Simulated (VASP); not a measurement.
Method: PBE GGA, VASP's PBE PAW potentials (set 64) (plane waves; VASP).

The input files of a VASP run:

**KPOINTS**
```
k-points along high-symmetry lines
15
Line-mode
Reciprocal
  0.000000   0.000000   0.000000 ! GAMMA
 -0.500000  -0.500000   0.000000 ! X

 -0.500000  -0.500000   0.000000 ! X
 -0.375000  -0.375000   0.250000 ! U

 -0.375000  -0.000000   0.375000 ! K
  0.000000   0.000000   0.000000 ! GAMMA

  0.000000   0.000000   0.000000 ! GAMMA
 -0.000000  -0.000000   0.500000 ! L

 -0.000000  -0.000000   0.500000 ! L
 -0.500000  -0.250000   0.250000 ! W

 -0.500000  -0.250000   0.250000 ! W
 -0.500000  -0.500000   0.000000 ! X
```

POSCAR:
```
GaP
1
    0.0000000000     2.7505269280     2.7505269280
    2.7505269280     0.0000000000     2.7505269280
    2.7505269280     2.7505269280     0.0000000000
Ga P
1 1
Direct
  0.0000000000   0.0000000000   0.0000000000
  0.2500000000   0.2500000000   0.2500000000
```

INCAR:
```
# general
SYSTEM   =  GaP
PREC     =  Accurate
ENCUT    =  400   # plane-wave cut-off (eV)
LREAL    =  .False.   # projection in real space or not
LASPH    =  .True.
ICHARG   =  11   # fixed density

# electronic loop
EDIFF    =  1E-7   # SCF stop (eV)
NELM     =  100   # most electronic steps
ALGO     =  Normal   # blocked Davidson
LMAXMIX  =  4

# smearing
ISMEAR   =  0   # Gaussian
SIGMA    =  0.05   # width (eV)

# functional
GGA      =  PE   # PBE

# output
LWAVE    =  .False.
LCHARG   =  .False.
LORBIT   =  11   # lm-projected
```

POTCAR, in this order: Ga_d P (PBE.64 set). Program: vasp_std. Read from the step before: CHGCAR.

What VASP printed:

**OSZICAR**
```
       N       E                     dE             d eps       ncg     rms          rms(c)
DAV:   1     0.723700885525E+02    0.72370E+02   -0.82509E+03  2366   0.169E+03
DAV:   2    -0.206080606667E+01   -0.74431E+02   -0.71298E+02  2560   0.297E+02
DAV:   3    -0.757295624158E+01   -0.55122E+01   -0.54210E+01  2970   0.691E+01
DAV:   4    -0.767010817574E+01   -0.97152E-01   -0.97063E-01  2838   0.100E+01
DAV:   5    -0.767250024230E+01   -0.23921E-02   -0.23919E-02  2919   0.130E+00
DAV:   6    -0.767262109769E+01   -0.12086E-03   -0.12085E-03  3386   0.259E-01
DAV:   7    -0.767262207581E+01   -0.97812E-06   -0.97824E-06  3003   0.217E-02
DAV:   8    -0.767262209366E+01   -0.17856E-07   -0.17834E-07  2455   0.299E-03
   1 F= -.76726221E+01 E0= -.76726221E+01  d E =-.311981E-16
```

### OUTCAR
```
 val. band max:        4.3730129001   @ k =   0.0000   0.0000   0.0000

 cond. band min:       5.9614602797   @ k =   0.0000   0.0000   0.5000



 k-point     1 :       0.0000    0.0000    0.0000
  band No.  band energies     occupation
      1     -10.1318      2.00000
      2     -10.1318      2.00000
      3     -10.1318      2.00000
      4     -10.0403      2.00000
      5     -10.0403      2.00000
      6      -7.9139      2.00000
      7       4.3730      2.00000
      8       4.3730      2.00000
      9       4.3730      2.00000
     10       5.9709      0.00000
     11       8.2687      0.00000
     12       8.2687      0.00000
     13       8.2687      0.00000

 k-point     2 :      -0.0357   -0.0357    0.0000
  band No.  band energies     occupation
      1     -10.1336      2.00000
      2     -10.1311      2.00000
      3     -10.1311      2.00000
      4     -10.0405      2.00000
      5     -10.0400      2.00000
      6      -7.8924      2.00000
      7       4.1471      2.00000
      8       4.3102      2.00000
      9       4.3102      2.00000
     10       6.1887      0.00000
     11       8.2063      0.00000
     12       8.3555      0.00000
     13       8.3555      0.00000

 k-point     3 :      -0.0714   -0.0714    0.0000
  band No.  band energies     occupation
      1     -10.1389      2.00000
      2     -10.1290      2.00000
      3     -10.1290      2.00000
      4     -10.0415      2.00000
      5     -10.0392      2.00000
      6      -7.8283      2.00000
      7       3.6612      2.00000
      8       4.1382      2.00000
      9       4.1382      2.00000
     10       6.6395      0.00000
     11       8.0427      0.00000
     12       8.5993      0.00000
     13       8.5993      0.00000

 k-point     4 :      -0.1071   -0.1071    0.0000
  band No.  band energies     occupation
      1     -10.1469      2.00000
      2     -10.1257      2.00000
      3     -10.1257      2.00000
      4     -10.0431      2.00000
...
```

The density is held fixed in this step, so its total energy and stress have no physical meaning.

The structure was generated: GaP was put into the zinc blende type (F-43m), which need not be its known phase. It was relaxed first, which changed the volume by +13 %.
